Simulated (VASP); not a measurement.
Input:

```
CdS
1.0
    0.00000     2.87314     2.87314
    2.87314     0.00000     2.87314
    2.87314     2.87314     0.00000
Cd S
1 1
Direct
  0.00000   0.00000   0.00000
  0.25000   0.25000   0.25000
```

Computed with PBE GGA with D3 dispersion (zero damping), VASP's PBE PAW potentials (set 64) (plane waves; VASP). Settings: 520 eV cut-off, 8×8×8 Γ-centred mesh, Gaussian smearing of 0.050 eV, potentials Cd S.

### Question
What does the run give for the energy per atom (σ→0), pressure, band gap (on the k-mesh) with the smallest direct gap where there is one?

### Answer

```json
{
  "band gap (on the k-mesh)": "1.25 eV",
  "smallest direct gap (on the k-mesh)": "1.25 eV",
  "energy per atom (σ→0)": "-3.302 eV/atom",
  "pressure": "4.31 GPa"
}
```

Total energies compare only between runs with the same potentials, cut-off and functional.

The compound is CdS in the zinc blende structure, a metastable form; wurtzite is the usual one. This cell is one point of a volume scan, at 0.94 of the reference volume.
